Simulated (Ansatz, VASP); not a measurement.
# InGa7P8: VASP beside Ansatz, part 2 of 2

Wanted: the spread between two codes on one cell, functional and k mesh. The cell is taken from a series of runs on this material, whose earlier steps may have relaxed, scaled, displaced or heated it; both programs get it as it stands.

VASP 6.6.1 and Ansatz 0.2.0.

So far: Set-up; VASP: relaxation of cell and atoms, r2SCAN.

## 3. Ansatz: relaxation of cell and atoms, r2SCAN

Level of this step: Ansatz beside VASP: Kohn-Sham DFT, plane waves, r2SCAN (Ansatz).

Ansatz runs on its PAW soft_1 files.

The same cell, functional, mesh and smearing now go to Ansatz.

input.yaml reads:

```yaml
crystal:
  lattice:
    - [0.0, 5.502375, 5.502375]
    - [5.502375, 0.0, 5.502375]
    - [5.502375, 5.502375, 0.0]
  atoms:
    - { symbol: In, position: [0.0, 0.0, 0.0] }
    - { symbol: Ga, position: [0.0, 0.0, 0.5] }
    - { symbol: Ga, position: [0.0, 0.5, 1.0] }
    - { symbol: Ga, position: [0.0, 0.5, 0.5] }
    - { symbol: Ga, position: [0.5, 0.0, 1.0] }
    - { symbol: Ga, position: [0.5, 0.0, 0.5] }
    - { symbol: Ga, position: [0.5, 0.5, 1.0] }
    - { symbol: Ga, position: [0.5, 0.5, 0.5] }
    - { symbol: P, position: [0.375, 0.375, 0.375] }
    - { symbol: P, position: [0.375, 0.375, 0.875] }
    - { symbol: P, position: [0.375, 0.875, 0.375] }
    - { symbol: P, position: [0.375, 0.875, 0.875] }
    - { symbol: P, position: [0.875, 0.375, 0.375] }
    - { symbol: P, position: [0.875, 0.375, 0.875] }
    - { symbol: P, position: [0.875, 0.875, 0.375] }
    - { symbol: P, position: [0.875, 0.875, 0.875] }
kpoints:
  mp_grid: { grid: [4, 4, 4] }
scf:
  occupations: { method: fermi_dirac, width: 0.02 }
hamiltonian:
  xc: r2scan
  pseudopotentials: { kind: paw, azcp: { folder: soft_1 } }
basis:
  ecutwfc: 600
output:
  forces: true
  stress: true
relax:
  f_tol: 0.005
  max_steps: 70
  cell: { stress_tol: 0.02, p_target: 0 }
```

Run with:

```
> ansatz run input.yaml --threads 4 --pin off --max-ram 10240MiB --backend cpu --events-out ev --progress --plain --runs-dir out
```

Numbers of over 12 decimals in the logs are rounded to 6 here.

The program printed:

```text
Engine: ansatz 0.2.0, aarch64-unknown-linux-gnu
Pseudopotentials: kind: paw
Pseudopotential: In, paw, valence charge 13, recommended cutoff 500 eV (meta_gga), soft_1/In.paw.azcp
Pseudopotential: Ga, paw, valence charge 13, recommended cutoff 500 eV (meta_gga), soft_1/Ga.paw.azcp
Pseudopotential: P, paw, valence charge 5, recommended cutoff 500 eV (meta_gga), soft_1/P.paw.azcp
Functional definition: r2SCAN
  parameter k0 = 0.174
  parameter k1 = 0.065
  parameter a1 = 4.9479
  exchange = r2scan_x(k0 = k0, k1 = k1, a1 = a1)
  correlation = r2scan_c
Crystal: 16 atoms, lattice volume = 333.181 Å³
Basis set: ecut = 600 eV, 11113 PW (Γ), exchange–correlation on 256×256×256 points (64 copies of the dense FFT grid, shifted against one another)
Bands: 88, of which v1, the nominal top of the filled ones, is band 72 counted from 1 (71 counted from 0)
Symmetry: 24 space group operations
Space group: F-43m (ITA 216), of the structure as read, at distance tolerance 6.9e-5 Å
k-points: 8 of 64 (time reversal used)
Non-local potential: In, projectors of the file, l = 0: 2, l = 1: 2, l = 2: 2, l = 3: 1
Non-local potential: Ga, projectors of the file, l = 0: 2, l = 1: 2, l = 2: 3, l = 3: 1
Non-local potential: P, projectors of the file, l = 0: 2, l = 1: 2, l = 2: 1
PAW form: soft (Blöchl's): semilocal exchange-correlation on the pseudo side does not see the compensation charge
PAW frozen core: In, regenerated for the run's functional (the file was generated under x = pbe(κ = 0.804, μ = 0.219515), c = pbe(β = 0.066725))
PAW frozen core: Ga, regenerated for the run's functional (the file was generated under x = pbe(κ = 0.804, μ = 0.219515), c = pbe(β = 0.066725))
PAW frozen core: P, regenerated for the run's functional (the file was generated under x = pbe(κ = 0.804, μ = 0.219515), c = pbe(β = 0.066725))
PAW one-centre angular grid: In, 590 points (default); XC on 160 Gauss nodes
PAW one-centre angular grid: Ga, 590 points (default); XC on 160 Gauss nodes
PAW one-centre angular grid: P, 302 points (default); XC on 160 Gauss nodes
Initial density: superposition of atomic densities (chi_scale 0.1, normalization cell, long waves kept (reshape's long-wave potential 0.01 eV rms))
Initial wavefunctions: pseudopotential atomic-orbital guess
Functional: x = r2scan, c = r2scan; τ floored in thin density (d = 2e-4 eV/Å³)
SCF iter   1: F=—  HF=-38224.660191 eV  |F-HF|=—  |Δ(HF+E_count)|=         —  Δρ=4.80e-2  dr2=5.51e0  dr2_τ=1.55e-1  ethr=3.10e-3  ⟨swp⟩=7.6  Hψ=3147  notcnv=0  defer=6
preconditioner: auto → Resta (q_TF=auto, 2.372 Å⁻¹)  ε∞=3.8  [insulator: Δε(μ)=1.992 eV  Ē_g=14.469 eV  σ=0.020 eV  W_gap=1.00  n_scr=64 (ndim 8)  ℏωp=24.4 eV  f_vac=0.000  D(μ)=0.00/eV (n_scr^D=0)  ε∞_Penn≈3.8]
SCF iter   2: F=—  HF=-38224.462988 eV  |F-HF|=—  |Δ(HF+E_count)|=   1.97e-1  Δρ=2.77e-2  dr2=1.72e0  dr2_τ=9.37e-3  ethr=3.10e-3  ⟨swp⟩=2.2  Hψ=994  notcnv=0  defer=71
SCF iter   3: F=—  HF=-38224.600754 eV  |F-HF|=—  |Δ(HF+E_count)|=   1.38e-1  Δρ=3.34e-3  dr2=5.29e-2  dr2_τ=1.55e-3  ethr=1.19e-3  ⟨swp⟩=2.4  Hψ=849  notcnv=0  defer=71
SCF iter   4: F=—  HF=-38224.601856 eV  |F-HF|=—  |Δ(HF+E_count)|=   1.10e-3  Δρ=1.18e-3  dr2=7.46e-3  dr2_τ=1.04e-4  ethr=3.67e-5  ⟨swp⟩=3.1  Hψ=1320  notcnv=0  defer=71
SCF iter   5: F=—  HF=-38224.597586 eV  |F-HF|=—  |Δ(HF+E_count)|=   4.27e-3  Δρ=1.07e-3  dr2=2.34e-3  dr2_τ=2.68e-5  ethr=5.18e-6  ⟨swp⟩=2.0  Hψ=1266  notcnv=0  defer=71
SCF iter   6: F=—  HF=-38224.598108 eV  |F-HF|=—  |Δ(HF+E_count)|=   5.22e-4  Δρ=2.73e-4  dr2=1.90e-4  dr2_τ=2.54e-6  ethr=1.62e-6  ⟨swp⟩=2.0  Hψ=1203  notcnv=0  defer=71
SCF iter   7: F=—  HF=-38224.598091 eV  |F-HF|=—  |Δ(HF+E_count)|=   1.67e-5  Δρ=4.62e-5  dr2=6.09e-6  dr2_τ=1.61e-7  ethr=1.32e-7  ⟨swp⟩=2.0  Hψ=1209  notcnv=0  defer=71
SCF iter   8: F=—  HF=-38224.598167 eV  |F-HF|=—  |Δ(HF+E_count)|=   7.58e-5  Δρ=1.66e-5  dr2=7.42e-7  dr2_τ=1.27e-8  ethr=4.23e-9  ⟨swp⟩=2.0  Hψ=1280  notcnv=0  defer=71
SCF iter   9: F=-38224.598167 eV  HF=-38224.598167 eV  |F-HF|=2.62e-10  |Δ(HF+E_count)|=   2.57e-7  Δρ=3.33e-6  dr2=3.20e-8  dr2_τ=8.33e-10  ethr=6.94e-11  ⟨swp⟩=5.8  Hψ=2705  notcnv=0
SCF 1 converged in 9 iterations: F = -38224.598167 eV  dr2 = 3.20e-8
  greatest PAW one-centre occupation: 0.993 electrons in one spin orbital (limit 2), on the Ga atom at site 3 (counted from 0), in its partial waves of l = 2
relax step   1: F+E_penalty+E_count = -38224.59816721 eV  Δ(F+E_penalty+E_count) = +0.000e0 eV  max|allowed force component| = 1.067e0 eV/Å  Δτ_max = 0.0000 Å  P = +0.886 GPa  Ω = 333.181 Å³  (9 SCF iters, dr2 threshold 1.00e-7 eV, accepted)
[...]
relax step   3: F+E_penalty+E_count = -38224.95407159 eV  Δ(F+E_penalty+E_count) = -2.165e-2 eV  max|allowed force component| = 4.464e-2 eV/Å  Δτ_max = 0.0194 Å  P = -0.115 GPa  Ω = 335.137 Å³  energy of the carried Pulay correction = -8.261e-5 eV  (6 SCF iters, dr2 threshold 1.60e-6 eV, accepted)
[...]
relax step   4: F+E_penalty+E_count = -38224.95488097 eV  Δ(F+E_penalty+E_count) = -8.094e-4 eV  max|allowed force component| = 4.158e-3 eV/Å  Δτ_max = 0.0031 Å  P = -0.007 GPa  Ω = 334.766 Å³  energy of the carried Pulay correction = -6.699e-5 eV  (6 SCF iters, dr2 threshold 1.25e-7 eV, accepted)
[...]
relax step   5: F+E_penalty+E_count = -38224.95496084 eV  Δ(F+E_penalty+E_count) = -7.987e-5 eV  max|allowed force component| = 4.114e-3 eV/Å  Δτ_max = 0.0000 Å  P = -0.007 GPa  Ω = 334.766 Å³  stress off target by 6.95e-3 GPa  SCF on the basis re-selected at this cell (its energy is not comparable with the rows above)  (6 SCF iters)
basis re-selected at this cell: Δ(F+E_penalty+E_count) = -7.987e-5 eV, ΔP = +0.000 GPa vs the last step (what re-selecting the basis moved, of the pressure what is left beyond the Pulay correction that the steps carried, after the strain that the cell walked since its last selection, with what the two solves' SCF thresholds leave and, on support functions, any second-order correction that the steps lacked; it is no m [...]
SCF converged after 6 iterations
Free energy (F): -38224.954961 eV
Harris-Foulkes:  -38224.954961 eV  (|F-HF|=1.09e-10)
Internal energy: -38224.954961 eV  (E = F + TS)
E sigma→0 (E₀):  -38224.954961 eV
Fermi energy:    7.762914 eV
--- Per-component energies (eV) ---
  E_band       = -540.058329
  E_kinetic    = 1546.758422
  E_local      = -13124.823898  (includes V_loc(G=0)·N_el)
  E_nonlocal   = -52.801747
  E_hartree    = 7687.392410
  E_xc         = -1078.773198
  E_vxc        = -1020.453313  (∫ρ·V_xc dr)
  E_paw        = -22816.020059  (= ΣΔE_a)
  E_vpaw       = -3314.123928  (= ΣTr[D̂ρ^β])
  E_aug_tail   = -0.000167  (compensation charges beyond the density's cutoff)
  E_vtau       = 50.601398  (kinetic-family band-sum trace: ∫τ·v_τ [+ j·A + Jᵃ·Aᵃ] dr)
  E_ewald      = -10382.354078
  E_core_change = -4.332646  (= ΣΔE_core)
  E_smearing   = -0.000000  (= −TS)
  E_closure    = -0.000000  (closes the sum)
  Σ components = -38224.954961   (vs F -38224.954961, Δ=0.00e0)
--- Forces (eV/Å), atoms counted from 1 ---
  atom   1  In     0.00000000     0.00000000     0.00000000
  atom   2  Ga     0.00000000    -0.00000000    -0.00411394
  atom   3  Ga    -0.00000000    -0.00411394    -0.00000000
  atom   4  Ga     0.00411394    -0.00000000    -0.00000000
  atom   5  Ga    -0.00411394    -0.00000000    -0.00000000
  atom   6  Ga     0.00000000     0.00411394    -0.00000000
  atom   7  Ga     0.00000000    -0.00000000     0.00411394
  atom   8  Ga     0.00000000    -0.00000000    -0.00000000
  atom   9  P      0.00158989     0.00158989     0.00158989
  atom  10  P     -0.00158989    -0.00158989     0.00158989
  atom  11  P     -0.00158989     0.00158989    -0.00158989
  atom  12  P     -0.00291263     0.00291263     0.00291263
  atom  13  P      0.00158989    -0.00158989    -0.00158989
  atom  14  P      0.00291263    -0.00291263     0.00291263
  atom  15  P      0.00291263     0.00291263    -0.00291263
  atom  16  P     -0.00291263    -0.00291263    -0.00291263
  max |Σ_I F_I| component: 4.13e-16 eV/Å
--- Stress (GPa, compression-positive) ---
       -0.006952      -0.000000      -0.000000
       -0.000000      -0.006952       0.000000
       -0.000000       0.000000      -0.006952
  P = ⅓ Tr σ = -0.0070 GPa (-0.070 kbar)
--- Relaxed structure (4 steps of the walk, 4 accepted, 1 SCFs on fresh bases) ---
  F+E_penalty+E_count = -38224.95496084 eV   max|allowed force component| = 4.114e-3 eV/Å   (the final SCF, on the basis selected at the relaxed cell)
  cell:  # Å, volume = 334.7658 Å³
    - [0, 5.511084, 5.511084]
    - [5.511084, 0, 5.511084]
    - [5.511084, 5.511084, 0]
  atoms:
    - { symbol: In, position: [0, -1.366982906766277e-19, 0] }
    - { symbol: Ga, position: [-4.7287778800587296e-5, -4.7287778800587296e-5, 0.500047] }
    - { symbol: Ga, position: [-4.728777880053103e-5, 0.500047, 0.999953] }
    - { symbol: Ga, position: [-4.7287778800586544e-5, 0.500047, 0.500047] }
    - { symbol: Ga, position: [0.500047, -4.728777880053103e-5, 0.999953] }
    - { symbol: Ga, position: [0.500047, -4.7287778800586544e-5, 0.500047] }
    - { symbol: Ga, position: [0.500047, 0.500047, 0.999953] }
    - { symbol: Ga, position: [0.5, 0.5, 0.5] }
    - { symbol: P, position: [0.374970, 0.374970, 0.374970] }
    - { symbol: P, position: [0.374970, 0.374970, 0.875089] }
    - { symbol: P, position: [0.374970, 0.875089, 0.374970] }
    - { symbol: P, position: [0.390599, 0.869800, 0.869800] }
    - { symbol: P, position: [0.875089, 0.374970, 0.374970] }
    - { symbol: P, position: [0.869800, 0.390599, 0.869800] }
    - { symbol: P, position: [0.869800, 0.869800, 0.390599] }
    - { symbol: P, position: [0.869800, 0.869800, 0.869800] }
```

## 4. Comparison

Known differences besides the potentials themselves: VASP keeps PBE cores, Ansatz makes them for the functional; the cutoff is 600 eV in Ansatz and 550 eV in VASP; Ansatz adds a Pulay correction to the stress that steers its cell, VASP none. Total energies have different zeros and are not compared.

The two programs side by side:

| quantity | Ansatz | VASP | difference |
| --- | --- | --- | --- |
| volume (Å³) | 334.77 | 334.36 | +0.12 % |
| edge a after relaxation, in the typed setting (Å) | 7.794 | 7.791 | +0.04 % |

## 5. Summary of results

- difference in volume (relaxation of cell and atoms, r2SCAN): 0.12 %

**Reading.** The difference in volume is 0.12 % (relaxation of cell and atoms, r2SCAN), within the 1.2 % picked in this series as the mark of a large difference, as far as the stopping tolerances let one tell. 1 further run of this series is not shown here. How closely two codes agree says nothing of how well the functional describes the real material.

[Lines on the potential files, build, host, timing and source positions are cut from VASP's logs without a mark.]

[Logs are printed without paths, hosts, clocks, repeated set-up lines and the standing remarks that a program may print on its own settings, such as how far it seeks lower states.]

[Hosts, paths, dates, database ids (printed as entryN), source tags and the programs' standing remarks are cut or masked in the printed files.]
